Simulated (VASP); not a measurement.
Data:

```
CELL_PARAMETERS angstrom
      1.83090    -3.17121     0.00000
      1.83090     3.17121     0.00000
      0.00000     0.00000     5.76300
ATOMIC_POSITIONS crystal
  Dy 0.33333 0.66667 0.25000
  Dy 0.66667 0.33333 0.75000
```

The numbers are results of PBE GGA, VASP's PBE PAW potentials (set 64) (plane waves; VASP 6.6.1), not measurements. Run with 400 eV cut-off, 10×10×6 Γ-centred mesh, first-order Methfessel-Paxton smearing of 0.10 eV, potentials Dy_3.

The 4f electrons are frozen in the core of the lanthanide potential, so 4f levels, which can set the real gap, and their magnetism are missing.

Predict the energy per atom (σ→0), pressure, band gap (on the k-mesh) with the smallest direct gap where there is one.

The band gap (on the k-mesh) comes out as none (metal, semimetal or under 0.01 eV) and the energy per atom (σ→0) is -4.527 eV/atom. The pressure is -18.2 kbar.

Only differences to runs with the same potentials and settings are physical.

The compound is Dy in the hcp structure. The cell was not relaxed at this level.
